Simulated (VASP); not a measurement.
Computed with PBEsol GGA, VASP's PBE PAW potentials (set 64) (plane waves; VASP).

VASP ran on this input.

**KPOINTS**
```
k-points along high-symmetry lines
8
Line-mode
Reciprocal
  0.000000   0.000000   0.000000 ! GAMMA
 -0.500000  -0.500000   0.000000 ! Y

 -0.500000  -0.500000   0.000000 ! Y
 -0.625000  -0.375000   0.000000 ! C_0

 -0.375000   0.375000   0.000000 ! SIGMA_0
  0.000000   0.000000   0.000000 ! GAMMA

  0.000000   0.000000   0.000000 ! GAMMA
  0.500000   0.500000   0.500000 ! Z

  0.500000   0.500000   0.500000 ! Z
  0.125000   0.875000   0.500000 ! A_0

 -0.125000   0.125000   0.500000 ! E_0
  0.000000   0.000000   0.500000 ! T

  0.000000   0.000000   0.500000 ! T
 -0.500000  -0.500000   0.000000 ! Y

  0.000000   0.000000   0.000000 ! GAMMA
 -0.500000   0.000000   0.000000 ! S

 -0.500000   0.000000   0.000000 ! S
  0.000000   0.500000   0.500000 ! R

  0.000000   0.500000   0.500000 ! R
  0.500000   0.500000   0.500000 ! Z

  0.500000   0.500000   0.500000 ! Z
  0.000000   0.000000   0.500000 ! T
```

**INCAR**
```
ALGO = Normal
EDIFF = 1E-7
ENCUT = 400
GGA = PS
ICHARG = 11
ISMEAR = 0
LASPH = .TRUE.
LCHARG = .FALSE.
LMAXMIX = 4
LORBIT = 11
LREAL = .FALSE.
LWAVE = .FALSE.
NELM = 100
PREC = Accurate
SIGMA = 0.05
SYSTEM = In4AsSb3
```

POSCAR:
```
In4AsSb3
1.0
 -0.0034076168   6.4138256177   6.4171465496
  6.4138256177  -0.0034076168   6.4171465496
  3.2052090004   3.2052090004   0.0000000000
In Sb As
4 3 1
Cart
  6.4104180006   6.4104180006  12.8259176962
  3.2662530578   6.3493739429   9.5709261491
  6.3493739429   3.2662530578   9.5709261491
  6.4104180012   6.4104180012   6.5294088403
  1.6026045005   1.6026045005   1.6147347633
  4.8017426041   1.6086753967   4.8121375937
  1.6086753967   4.8017426041   4.8121375937
  4.8078135010   4.8078135010   8.0181301623
```

POTCAR, in this order: In_d Sb As (PBE.64 set). Program: vasp_std. Read from the step before: CHGCAR.

What VASP printed:

### OSZICAR
```
       N       E                     dE             d eps       ncg     rms          rms(c)
DAV:   1     0.606578466929E+03    0.60658E+03   -0.27047E+04  7576   0.145E+03
DAV:   2     0.401605566515E+02   -0.56642E+03   -0.55758E+03  7938   0.397E+02
DAV:   3    -0.265412139018E+02   -0.66702E+02   -0.64982E+02  8951   0.163E+02
DAV:   4    -0.298371536236E+02   -0.32959E+01   -0.32727E+01  8880   0.393E+01
DAV:   5    -0.299995695985E+02   -0.16242E+00   -0.16233E+00 11996   0.764E+00
DAV:   6    -0.300018902774E+02   -0.23207E-02   -0.23206E-02 10740   0.853E-01
DAV:   7    -0.300020079725E+02   -0.11770E-03   -0.11769E-03 11643   0.192E-01
DAV:   8    -0.300020117466E+02   -0.37741E-05   -0.37734E-05 10964   0.346E-02
DAV:   9    -0.300020119565E+02   -0.20992E-06   -0.21062E-06 11133   0.807E-03
DAV:  10    -0.300020119619E+02   -0.54297E-08   -0.50559E-08  5678   0.158E-03
   1 F= -.30002012E+02 E0= -.29999747E+02  d E =-.453029E-02
```

OUTCAR:
```
 val. band max:        4.7159917907   @ k =  -0.0714   0.0000   0.0000

 cond. band min:       4.7234636036   @ k =  -0.0536   0.0536   0.0000



 k-point     1 :       0.0000    0.0000    0.0000
  band No.  band energies     occupation
      1      -9.9807      2.00000
      2      -9.9328      2.00000
      3      -9.8927      2.00000
      4      -9.8610      2.00000
      5      -9.8472      2.00000
      6      -9.8368      2.00000
      7      -9.8352      2.00000
      8      -9.8159      2.00000
      9      -9.7932      2.00000
     10      -9.7897      2.00000
     11      -9.7887      2.00000
     12      -9.7376      2.00000
     13      -9.7316      2.00000
     14      -9.7291      2.00000
     15      -9.7206      2.00000
     16      -9.7199      2.00000
     17      -9.6989      2.00000
     18      -9.6791      2.00000
     19      -9.6246      2.00000
     20      -9.6166      2.00000
     21      -6.4833      2.00000
     22      -5.2622      2.00000
     23      -4.6080      2.00000
     24      -4.1164      2.00000
     25      -1.2125      2.00000
     26      -1.0010      2.00000
     27      -0.9088      2.00000
     28       2.3583      2.00000
     29       2.3877      2.00000
     30       3.4800      2.00000
     31       3.5897      2.00000
     32       3.6549      2.00000
     33       3.8646      2.00000
     34       3.9893      2.00000
     35       4.6644      1.89334
     36       4.6955      1.53656
     37       4.7345      0.71070
     38       5.2398      0.00000
     39       5.3634      0.00000
     40       6.0097      0.00000
     41       6.0652      0.00000
     42       7.7921      0.00000
     43       7.7952      0.00000

 k-point     2 :      -0.0714   -0.0714    0.0000
  band No.  band energies     occupation
      1      -9.9803      2.00000
      2      -9.9326      2.00000
      3      -9.8925      2.00000
      4      -9.8613      2.00000
      5      -9.8469      2.00000
      6      -9.8369      2.00000
...
```

The density is held fixed in this step, so its total energy and stress have no physical meaning. Unless said otherwise, spin-orbit coupling is left out, though it shifts the bands of the heavy elements here.

The structure was generated: In4AsSb3 was put into an ordered model structure (Amm2), which need not be its known phase. It was relaxed first.
